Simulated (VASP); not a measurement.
# BAs under uniaxial [111] strain: spin-orbit valence-band splitting at the zone centre and top-hole masses with r2SCAN

Stretching and compressing a cubic crystal along the same axis both lift the degeneracy of its uppermost valence levels, yet the two distortions leave different kinds of hole at the top. In BAs this matters for p-type conduction, because the mass of the uppermost band helps to set how easily holes move along and across the strain axis. The question is how far [111] strain separates the levels, and how the mass changes between compression and tension. The levels are calculated with r2SCAN and spin-orbit coupling on cells relaxed with LDA. They are given as positive depths below the highest valence level at the zone centre, and no measured values are compared here.

## Calculations

The start is a typed prototype cell. The crystal was relaxed with LDA. Strain is imposed along [111]; the strain across the axis is adjusted until the stress across it vanishes, and the atoms are relaxed with LDA. VASP 6.6.1, plane waves with PAW, cutoff 480 eV, no spin polarisation. Band edges are single points at r2SCAN with spin-orbit coupling on these cells, k mesh 9×9×9, read on short lines of k points at the zone centre and through the valleys; energies are counted from the valence-band top at the zone centre. Each level is the mean of a Kramers pair; masses are fitted within 0.05 1/Å of the zone centre and are rough where two bands nearly touch. All levels use the PAW data sets made with LDA.

Notes on method and selection:

- Runs that did not converge, have known faults or may not be shown are not listed, and runs on Ansatz's PAW sets soft_1 and soft_2 are kept to separate tables.

Columns:

- strain (%): strain along the axis (tension positive).
- second level (eV): second valence level below the top at Γ.
- third level (eV): third valence level below the top at Γ.
- mass, axis (mₑ): mass of the top hole band along the axis.
- mass, across (mₑ): mass of the top hole band across the axis.

## Computed values

| member | sign of the strain | strain (%) | second level (eV) | third level (eV) | mass, axis (mₑ) | mass, across (mₑ) |
| --- | --- | --- | --- | --- | --- | --- |
| −2 % | compression | −2.0 | 0.1736 | 0.347 | 0.123 | 0.376 |
| −1.5 % | compression | −1.5 | 0.1246 | 0.305 | 0.123 | 0.376 |
| −1 % | compression | −1.0 | ? | ? | ? | ? |
| −0.5 % | compression | −0.5 | 0.0362 | 0.236 | 0.109 | 0.352 |
| 0 % | compression | 0.0 | 0.0000 | 0.215 | 0.523 | 0.443 |
| 0 % | tension | 0.0 | 0.0000 | 0.215 | 0.523 | 0.443 |
| +0.5 % | tension | 0.5 | 0.0313 | 0.235 | 0.525 | 0.169 |
| +1 % | tension | 1.0 | 0.0540 | 0.258 | 0.539 | 0.169 |
| +1.5 % | tension | 1.5 | 0.0721 | 0.287 | 0.540 | 0.169 |
| +2 % | tension | 2.0 | ? | ? | ? | ? |

Cells marked ? are withheld until the estimate has been made.

Least-squares fits to the members shown, with x = strain (%); R² and errors in the fitted variable (y, or ln y where the fit is in ln y):

| y | sign of the strain | members | fit | R² | rms residual | leave-one-out rms | the same for the mean of the others |
| --- | --- | --- | --- | --- | --- | --- | --- |
| third level (eV) | compression | 4 | y = 0.2092 − 0.06660 x | 0.99 | 0.0053 | 0.012 | 0.071 |
| third level (eV) | tension | 4 | y = 0.2129 + 0.04780 x | 0.99 | 0.0023 | 0.0058 | 0.036 |
| second level (eV) | compression | 4 | y = −0.003520 − 0.08712 x | 1.00 | 0.0032 | 0.0074 | 0.092 |
| second level (eV) | tension | 4 | y = 0.003500 + 0.04780 x | 0.98 | 0.0033 | 0.0085 | 0.036 |

## Reading the trend

Both signs of strain split the upper pair, but compression does so more strongly. At 1.5 % the second level lies 0.1246 eV below the top in compression and 0.0721 eV in tension, a ratio of 0.1246 / 0.0721 = 1.73. The third level, 0.215 eV deep without strain, also moves down on both sides.

The masses identify the states. Between +1.5 % and −1.5 % the top-hole mass along the axis falls from 0.540 to 0.123 $m_e$, while the mass across it rises from 0.169 to 0.376 $m_e$. In tension the top state is built from p orbitals perpendicular to the axis, which disperse weakly along it. In compression the top state has mainly axial p character and is light along the axis. The change is an exchange of band order, not a gradual change of one mass. The unstrained masses are rough because two bands touch there.

A three-level p model accounts for the asymmetry. With spin-orbit splitting $\Delta = 0.215$ eV and a strain splitting $\delta$, positive in tension, let

$$S=\Delta+\delta,\qquad R=\sqrt{S^2/4-2\Delta\delta/3}.$$

The second and third depths are $S/2-R$ and $S/2+R$ in tension, and $R-S/2$ and $2R$ in compression. Solved for the strain splitting, a third depth $D$ gives $\delta=D(D-\Delta)/(D-2\Delta/3)$ in tension and $\delta=\Delta/3-\sqrt{D^2-8\Delta^2/9}$ in compression. Strain mixes the partly axial state with the split-off state, which pushes the former upwards. In compression this state is already on top, so the upper gap widens; in tension it lies second, so the gap narrows.

The second-level column tests the model. At +1.5 % the third level gives $\delta$ = 0.144 eV, hence a second level at 0.215 + 0.144 − 0.287 = 0.072 eV, as tabulated. At −2 % the third level gives $\delta$ = 0.215 / 3 − √(0.347² − 8 × 0.215² / 9) = −0.210 eV, hence a second level at 0.347 / 2 − (0.215 − 0.210) / 2 = 0.171 eV, against 0.1736 eV in the table.

At the two strongest compressions the true valence maximum lies slightly off the zone centre, so the tabulated depths there are not measured from the absolute band edge.

## Estimating the withheld member

Plain estimates from the members shown:

- −1 % (compression), fit at x = −1.0: 0.276 eV
- −1 % (compression), straight-line interpolation between −1.5 % and −0.5 %: w = (−1.0 − (−1.5)) / (−0.5 − (−1.5)) = 0.500, so 0.305 + 0.500 × (0.236 − 0.305) = 0.270 eV
- +2 % (tension), fit at x = 2.0: 0.308 eV (an extrapolation)

The third level curves downwards in energy on both sides: its depth grows faster as strain increases. A straight line between neighbours therefore gives too large a depth at −1 %, and the linear fit gives too small a depth at +2 %. The better route is to obtain $\delta$ from the tabulated third levels, continue $\delta$ linearly, and return to the level through the three-level formula.

For −1 %, the neighbour at −0.5 % gives $\delta$ = 0.215 / 3 − √(0.236² − 8 × 0.215² / 9) = −0.0492 eV, and that at −1.5 % gives 0.215 / 3 − √(0.305² − 8 × 0.215² / 9) = −0.1562 eV. Their midpoint is (−0.0492 − 0.1562) / 2 = −0.1027 eV. Then $S$ = 0.215 − 0.1027 = 0.1123 eV, and the depth is $2R$ = √(0.1123² + 8 × 0.215 × 0.1027 / 3) = 0.267 eV. This is 0.003 eV below the straight-line interpolation.

For +2 %, the member at +1 % gives $\delta$ = 0.258 × (0.258 − 0.215) / (0.258 − 2 × 0.215 / 3) = 0.09675 eV, and that at +1.5 % gives 0.287 × (0.287 − 0.215) / (0.287 − 2 × 0.215 / 3) = 0.14383 eV. One further equal step gives 2 × 0.14383 − 0.09675 = 0.1909 eV, so $S$ = 0.215 + 0.1909 = 0.4059 eV and $R$ = √(0.4059² / 4 − 2 × 0.215 × 0.1909 / 3) = 0.1176 eV. The depth is 0.4059 / 2 + 0.1176 = 0.321 eV.

Tried on shown members, the route gives 0.305 eV at −1.5 % from −0.5 % and −2 %, against 0.305 eV in the table. At +1.5 %, extrapolation from +0.5 % and +1 % falls about 0.001 eV short of the tabulated 0.287 eV. These misses and the rounding of the inputs support an error of 0.001 eV for the interpolation; 0.002 eV is taken for the extrapolation.

**Committed estimate, −1 % (compression): third level = 0.267 ± 0.001 eV.**  
**Committed estimate, +2 % (tension): third level = 0.321 ± 0.002 eV.**

## The answer

| member | sign of the strain | strain (%) | second level (eV) | third level (eV) | mass, axis (mₑ) | mass, across (mₑ) |
| --- | --- | --- | --- | --- | --- | --- |
| −1 % | compression | −1.0 | 0.0772 | 0.266 | 0.124 | 0.364 |
| +2 % | tension | 2.0 | 0.0854 | 0.319 | 0.553 | 0.171 |

| member | estimate | third level (eV) | computed | estimate − computed | miss in error bars |
| --- | --- | --- | --- | --- | --- |
| −1 % (compression) | committed | 0.267 | 0.266 | +0.001 | 1.0 |
| −1 % (compression) | fit | 0.276 | 0.266 | +0.010 |  |
| −1 % (compression) | interpolation | 0.270 | 0.266 | +0.004 |  |
| +2 % (tension) | committed | 0.321 | 0.319 | +0.002 | 1.0 |
| +2 % (tension) | fit | 0.308 | 0.319 | −0.011 |  |

Both estimates came out slightly high and lie at the edge of their error bars: 0.267 against 0.266 eV at −1 %, and 0.321 against 0.319 eV at +2 %. They did better than the linear fits, which missed by +0.010 and −0.011 eV, and at −1 % also better than the straight-line interpolation, which missed by +0.004 eV. The remaining misses are comparable with the effect of rounding in the tabulated levels.

The argument from curvature was right on both sides: the computed depth lies below the straight line between neighbours at −1 % and above the extended fit at +2 %. The second levels, which did not enter the estimates, give a separate check. With the same $\delta$, the three-level model puts them at (0.267 − 0.1123) / 2 = 0.077 eV and 0.4059 / 2 − 0.1176 = 0.085 eV, against computed values of 0.0772 and 0.0854 eV. This supports strain mixing with the split-off state as the cause of the unequal splittings.

## Exceptions

Least-squares fits to the whole series, with x = strain (%); R² and errors in the fitted variable (y, or ln y where the fit is in ln y):

| y | sign of the strain | members | fit | R² | rms residual | leave-one-out rms | the same for the mean of the others |
| --- | --- | --- | --- | --- | --- | --- | --- |
| third level (eV) | compression | 5 | y = 0.2072 − 0.06660 x | 0.98 | 0.0062 | 0.013 | 0.059 |
| third level (eV) | tension | 5 | y = 0.2108 + 0.05200 x | 0.99 | 0.0036 | 0.0073 | 0.046 |
| second level (eV) | compression | 5 | y = −0.004800 − 0.08712 x | 1.00 | 0.0039 | 0.0079 | 0.077 |
| second level (eV) | tension | 5 | y = 0.006240 + 0.04232 x | 0.97 | 0.0049 | 0.010 | 0.038 |

Largest departures from the fit to the whole series:

| member | sign of the strain | third level (eV) | fit | computed − fit | in rms residuals |
| --- | --- | --- | --- | --- | --- |
| +1 % | tension | 0.258 | 0.263 | −0.005 | 1.3 |
| 0 % | compression | 0.215 | 0.207 | +0.008 | 1.3 |
| −1 % | compression | 0.266 | 0.274 | −0.008 | 1.3 |
| +2 % | tension | 0.319 | 0.315 | +0.004 | 1.2 |

None stands out: the largest departures from the two linear fits are 1.3 rms residuals. Their signs follow the curvature, with 0 % in compression (+0.008 eV) and +2 % (+0.004 eV) above their lines, and −1 % (−0.008 eV) and +1 % (−0.005 eV) below. In the three-level model the third depth at first grows by only a third of the change in $|\delta|$ and later by a larger share, which bends the curve in this way.

## Rules of thumb and their limits

Between −2 % and +2 %, $\delta$ is close to 0.10 eV per percent of strain. With $\Delta$ = 0.215 eV, this one constant gives the third level of the eight strained members with a typical miss of 0.005 eV and a largest miss of 0.008 eV; the mean of the other members misses by 0.059 eV in compression and 0.046 eV in tension.

For holes moving along the axis, compression gives the light top band, 0.109 to 0.124 $m_e$, against 0.525 to 0.553 $m_e$ in tension. Across the axis the order is reversed. At ±0.5 % the second level is only 0.03 to 0.04 eV down, comparable with the thermal energy at room temperature, so both bands then carry holes.

r2SCAN tends to make band gaps too small. That error should largely cancel between valence levels, but it may still affect the light masses, which depend on the coupling to the conduction bands.
